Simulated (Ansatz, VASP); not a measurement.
# SnSe2 in two plane-wave programs, part 2 of 2

One calculation is typed for both programs; each brings its own data sets. How far apart do they land? Of the first pair: The structure shown is the start of the Ansatz relaxation below; VASP solves that cell, so the two are compared at the walk's first step.

VASP 6.6.1 and Ansatz 0.2.0.

So far. Step 3 (VASP: single point, PBEsol, start cell, pair 1): The run ends at a pressure of 0.50 GPa, with forces up to 0.59 eV/Å.

**5. Ansatz: relaxation, PBEsol**

Level of this step: Ansatz beside VASP: Kohn-Sham DFT, plane waves, PBEsol (Ansatz).

This run makes the geometry at which the two programs are then compared.

The structure compared here is the end of the Ansatz relaxation.

Input file input.yaml:

```yaml
crystal:
  lattice:
    - [3.8025738119, 0.0, 0.0]
    - [-1.901286906, 3.2931255209, 0.0]
    - [0.0, 0.0, 29.9272]
  atoms:
    - { symbol: Sn, position: [0.0, 0.0, 0.3341441899] }
    - { symbol: Se, position: [0.3333333333, 0.6666666667, 0.3871668944] }
    - { symbol: Se, position: [0.6666666667, 0.3333333333, 0.2811214854] }
  periodic: [true, true, false]
kpoints:
  mp_grid: { grid: [9, 9, 1] }
hamiltonian:
  xc: pbesol
scf:
  occupations: { method: fixed }
output:
  forces: true
  stress: true
  eigenvalues: true
  write_density: true
  write_potential: true
  elf: true
  volumetric_format: npy
relax:
  adjacent_minimum: "off"
  f_tol: 0.001
  max_steps: 60
  cell: { stress_2d_tol: 0.002 }
```

On the command line:

```bash
ansatz run input.yaml --threads 8 --pin off --max-ram 14336MiB --backend cpu --events-out ev --progress --plain --runs-dir out
```

Numbers of over 12 decimals in the logs are rounded to 6 here.

The log of the run:

```text
[...]
Crystal: 3 atoms, lattice volume = 374.759 Å³
Basis set: ecut = 420 eV, 7301 PW (Γ), exchange–correlation on 54×54×432 points (8 copies of the dense FFT grid, shifted against one another)
Bands: 28, of which v1, the nominal top of the filled ones, is band 23 counted from 1 (22 counted from 0)
Symmetry: 12 space group operations
[...]
k-points: 12 of 81
[...]
° read free of the cell's end (the report's vacuum.weakly_bound_levels)
--- Relaxed structure (4 steps of the walk, 3 accepted, 1 SCFs on fresh bases) ---
[...]
cell:  # Å, volume = 374.6932 Å³
    - [3.802240, 2.8864998864811576e-11, 0]
    - [-1.901120, 3.292837, 0]
    - [0, 0, 29.9272]
  atoms:
    - { symbol: Sn, position: [0, 0, 0.3341441899] }
    - { symbol: Se, position: [0.333333, 0.666667, 0.387165] }
    - { symbol: Se, position: [0.666667, 0.333333, 0.281124] }
[key lines of the parts left out:]
SCF converged after 9 iterations
Free energy (F): -16799.161419 eV
Fermi energy:    -5.980604 eV
P = ½ c Tr σ = 0.0001 N/m
```

**6. VASP: single point, PBEsol, relaxed cell, pair 2**

The same cell, functional and mesh now go to VASP, with its own data sets.

Input file INCAR:

```
SYSTEM = SnSe2
PREC = Accurate
ENCUT = 400
EDIFF = 1E-06
NELM = 120
ISMEAR = 0
SIGMA = 0.01
LREAL = .FALSE.
ALGO = Normal
GGA = PS
NBANDS = 19
LORBIT = 11
LWAVE = .FALSE.
LCHARG = .FALSE.
ISIF = 2
LDIPOL = .TRUE.
IDIPOL = 3
DIPOL = 0.5 0.5 0.334
LVHAR = .TRUE.
LASPH = .TRUE.
GGA_COMPAT = .FALSE.
EFERMI = MIDGAP
NELMDL = -8
```

Input file POSCAR:

```
SnSe2
1.0
    3.8022403581      0.0000000000      0.0000000000
   -1.9011201791      3.2928367414      0.0000000000
    0.0000000000      0.0000000000     29.9272000000
Sn Se
1 2
Direct
    0.0000000000      0.0000000000      0.3341441899
    0.3333333333      0.6666666667      0.3871645962
    0.6666666667      0.3333333333      0.2811237836
```

Input file KPOINTS:

```
Automatic mesh
0
Gamma
9 9 1
0 0 0
```

The projector-augmented-wave data sets are Sn_d and Se (PBE family, release 64).

On the command line:

```bash
mpirun -np 1 vasp_std
```

The log of the run:

```text
[banner, memory and clock lines left out]
running    1 mpi-ranks, on    1 nodes
[...]
[... a notice as in an earlier step ...]

 LDA part: xc-table for (Slater+PW92), standard interpolation
 POSCAR, INCAR and KPOINTS ok, starting setup
[...]
entering main loop
       N       E                     dE             d eps       ncg     rms          rms(c)
DAV:   1     0.168041396637E+03    0.16804E+03   -0.94153E+03   552   0.841E+02
DAV:   2     0.612636367600E+01   -0.16192E+03   -0.15866E+03   599   0.214E+02
DAV:   3    -0.127081575634E+02   -0.18835E+02   -0.18784E+02   567   0.842E+01
DAV:   4    -0.132037033653E+02   -0.49555E+00   -0.49490E+00   628   0.170E+01
[...]
DAV:  22    -0.129244865336E+02   -0.15271E-05   -0.13836E-08   471   0.482E-04    0.332E-04
DAV:  23    -0.129244886545E+02   -0.21208E-05   -0.45526E-08   426   0.656E-04    0.123E-04
DAV:  24    -0.129244891332E+02   -0.47871E-06   -0.40861E-09   461   0.268E-04
   1 F= -.12924489E+02 E0= -.12924489E+02  d E =0.000000E+00
```

Parts of OUTCAR (step 6):

```text
  Total        0.0307950      0.0307950      0.0354953     -0.0000000      0.0000000     -0.0000000
  in kB        0.1316785      0.1316785      0.1517769     -0.0000000      0.0000000     -0.0000000
  external PRESSURE =       0.1383780 kB  Pullay stress =       0.0000000 kB

 POSITION                                       TOTAL-FORCE (eV/Angst)
 -----------------------------------------------------------------------------------
      0.00000      0.00000     10.00000         0.000000      0.000000      0.000000
     -0.00000      2.19522     11.58675         0.000000      0.000000      0.020576
      1.90112      1.09761      8.41325        -0.000000      0.000000     -0.020576
 -----------------------------------------------------------------------------------
    total drift:                                0.000000      0.000000      0.000073

  FREE ENERGIE OF THE ION-ELECTRON SYSTEM (eV)
  ---------------------------------------------------
  free  energy   TOTEN  =       -12.9244891332 eV

  energy  without entropy=      -12.9244891332  energy(sigma->0) =      -12.92448913

[... 1 part as in an earlier step ...]

[... 2 further parts left out ...]
[key lines of the parts left out:]
E-fermi :  -3.5246
```

The run ends at a pressure of 0.01 GPa, with forces up to 0.021 eV/Å.

**7. Side by side**

What differs besides the data sets and the points named for the pairs above, as far as they apply: fixed occupations in Ansatz, narrow Gaussian smearing in VASP; the data sets hold 46 valence electrons in Ansatz (on its default PAW (the set named soft_2) files) and 26 in VASP; the cutoff is 420 eV in Ansatz and 400 eV in VASP. Total energies have different zeros and are not compared.

Both answers:

```tsv
quantity	Ansatz	VASP	difference
gap on the k mesh (eV)	0.800	0.797	+0.004
```

At this near-relaxed geometry the largest component of a force difference is 21 meV/Å. A gap on the mesh is an upper bound, since the band edges may lie between its points. With vacuum in the cell, a pressure given here is an average over mostly empty space and none of the material.

**8. Results**

```
r.m.s. force difference (single point, PBEsol, start cell, pair 1)           : 3.9 % of the r.m.s. force
difference in gap on the k mesh (single point, PBEsol, relaxed cell, pair 2) : 0.0037 eV
r.m.s. force difference (single point, PBEsol, relaxed cell, pair 2)         : 9.7 meV/Å
```

In words: The r.m.s. force difference is 3.9 % of the r.m.s. force (single point, PBEsol, start cell, pair 1), beyond the 3 % picked in this series as the mark of a large difference. The data sets hold unlike numbers of valence electrons (46 in Ansatz and 26 in VASP), so part of the differences comes from the potentials. 1 further run of this series is not shown here. Such differences can come from data sets, numerical settings and the points named under the comparisons, not from the functional's error against experiment.

[Lines on the potential files, build, host, timing and source positions are cut from VASP's logs without a mark.]

[Logs are printed without paths, hosts, clocks, repeated set-up lines and the standing remarks that a program may print on its own settings, such as how far it seeks lower states.]

[Hosts, paths, dates, database ids (printed as entryN), source tags and the programs' standing remarks are cut or masked in the printed files.]
